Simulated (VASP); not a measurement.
Input:

```yaml
crystal:
  lattice:
    - [0.00000, 1.92865, 1.92865]
    - [1.92865, 0.00000, 1.92865]
    - [1.92865, 1.92865, 0.00000]
  atoms:
    - { symbol: Pt, position: [0.00000, 0.00000, 0.00000] }
```

Method: SCAN meta-GGA, VASP's PBE PAW potentials (set 64) (plane waves; VASP 6.6.1). Settings: 520 eV cut-off, 16×16×16 Γ-centred mesh, first-order Methfessel-Paxton smearing of 0.10 eV, potentials Pt.

### Question
Give the stress tensor in GPa (positive for a compressed cell).

### Answer

```
9.58  0.00  0.00
0.00  9.58  0.00
0.00  0.00  9.58
```
The pressure is its mean diagonal, 9.58 GPa.

The compound is Pt in the fcc structure. This cell is one point of a volume scan, at 0.97 of the reference volume.
